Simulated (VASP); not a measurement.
Level of theory: PBE GGA, VASP's PBE PAW potentials (set 64) (plane waves; VASP 6.6.1).

Input for VASP

### INCAR
```
# general
SYSTEM =Ti3Al
PREC   =Accurate
ENCUT  =300
LREAL  =.FALSE.
LASPH  =.TRUE.

# electronic loop
EDIFF  =1E-6
NELM   =100
ALGO   =Normal
LMAXMIX=4

# smearing
ISMEAR =0
SIGMA  =0.1

# functional
GGA    =PE

# ions
ISIF   =2

# output
LWAVE  =.FALSE.
LCHARG =.FALSE.
```

### POSCAR
```
Ti3Al
11.49540
  0.5000000000   0.0000000000   0.0000000000
 -0.2500000000   0.4330126833   0.0000000000
  0.0000000000   0.0000000000   0.4028176488
Ti Al
6 2
Cart
  0.2500000000   0.2857017685   0.1007044122
  0.0000000000   0.1473109149   0.3021132366
 -0.1224250000   0.3593572259   0.3021132366
  0.3724250000   0.0736554574   0.1007044122
  0.1275750000   0.0736554574   0.1007044122
  0.1224250000   0.3593572259   0.3021132366
 -0.0000002500   0.2886752666   0.1007044122
  0.2500002500   0.1443374168   0.3021132366
```

KPOINTS_OPT:
```
k-points along high-symmetry lines
6
Line-mode
Reciprocal
  0.000000   0.000000   0.000000 ! GAMMA
  0.500000   0.000000   0.000000 ! M

  0.500000   0.000000   0.000000 ! M
  0.333333   0.333333   0.000000 ! K

  0.333333   0.333333   0.000000 ! K
  0.000000   0.000000   0.000000 ! GAMMA

  0.000000   0.000000   0.000000 ! GAMMA
  0.000000   0.000000   0.500000 ! A

  0.000000   0.000000   0.500000 ! A
  0.500000   0.000000   0.500000 ! L

  0.500000   0.000000   0.500000 ! L
  0.333333   0.333333   0.500000 ! H

  0.333333   0.333333   0.500000 ! H
  0.000000   0.000000   0.500000 ! A

  0.500000   0.000000   0.500000 ! L
  0.500000   0.000000   0.000000 ! M

  0.333333   0.333333   0.500000 ! H
  0.333333   0.333333   0.000000 ! K
```

### KPOINTS
```
Automatic mesh
0
Gamma
5 5 5
0 0 0
```

POTCAR, in this order: Ti_sv Al (PBE.64 set). Program: vasp_std.

Problem. What does the run give for the energy per atom (σ→0), band gap (over mesh and band path)?

Solution. 
| Property | Value |
|---|---|
| energy per atom (σ→0) | -7.079 eV/atom |
| band gap (over mesh and band path) | none (metal, semimetal or under 0.01 eV) |

### OSZICAR
```
...
DAV:  12    -0.566418406451E+02    0.19325E-04   -0.15254E-04  2088   0.555E-02    0.130E-02
DAV:  13    -0.566418397682E+02    0.87689E-06   -0.11420E-05  1712   0.224E-02    0.180E-03
DAV:  14    -0.566418403367E+02   -0.56855E-06   -0.96999E-07  1072   0.653E-03
   1 F= -.56641840E+02 E0= -.56632842E+02  d E =-.179968E-01
       N       E                     dE             ncg
       N       E                     dE             ncg
       N       E                     dE             ncg
       N       E                     dE             ncg
```

The structure comes from a computed database's Ti3Al entry (P6_3/mmc); how it stands against other phases isn't given here. The cell was not relaxed at this level.
